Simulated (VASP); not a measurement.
The system is CrInF3.

```xyz
5
Lattice="3.9108 0.0000 0.0000 0.0000 3.9108 0.0000 0.0000 0.0000 3.9108" Properties=species:S:1:pos:R:3 pbc="T T T"
Cr    1.9554    1.9554    1.9554
In    0.0000    0.0000    0.0000
F     1.9554    1.9554    0.0000
F     0.0000    1.9554    1.9554
F     1.9554    0.0000    1.9554
```

The cell was built by a generator and needn't be a form met in nature.

```yaml
Program: VASP 6.6.1
Task: relaxation of cell and atoms
Functional: LDA
Potentials_or_basis: VASP PAW LDA potentials, release 64 (Cr_pv, In_d, F)
Cutoff: 600 eV
k_mesh: 7 × 7 × 7
Occupations: gaussian, width 0.05 eV
Spin: collinear spin, ferromagnetic start
Starting_moments: "[3.0, 0.0, 0.0, 0.0, 0.0] μB"
```

At the start: pressure 17.2 GPa; volume 11.96 Å³/atom.

Q: How do energy, volume and symmetry change on relaxing?

A: Over 3 steps the energy falls by 81.6 meV/atom and the volume is 13.67 Å³/atom (+14.2 %); space group Pm-3m (No. 221, to 0.05 Å); moment 4.00 μB per cell.

The path:
```
step  energy change (eV)  largest force (eV/Å)  pressure (GPa)  volume (Å³)
   1              0.0000                0.0000           17.24        59.82
   2             -0.3654                0.0000           -4.01        71.67
   3             -0.4081                0.0000            0.04        68.33
```

Final structure:
```cif
data_structure
_symmetry_space_group_name_H-M 'P 1'
_symmetry_Int_Tables_number 1
_cell_length_a 4.0882
_cell_length_b 4.0882
_cell_length_c 4.0882
_cell_angle_alpha 90.000
_cell_angle_beta 90.000
_cell_angle_gamma 90.000
_cell_volume 68.33
loop_
_atom_site_label
_atom_site_type_symbol
_atom_site_fract_x
_atom_site_fract_y
_atom_site_fract_z
_atom_site_occupancy
Cr1 Cr 0.50000 0.50000 0.50000 1
In1 In 0.00000 0.00000 0.00000 1
F1 F 0.50000 0.50000 0.00000 1
F2 F 0.00000 0.50000 0.50000 1
F3 F 0.50000 0.00000 0.50000 1
```

Caveat: a cell with one magnetic atom can't hold antiferromagnetic order, which such compounds often take.
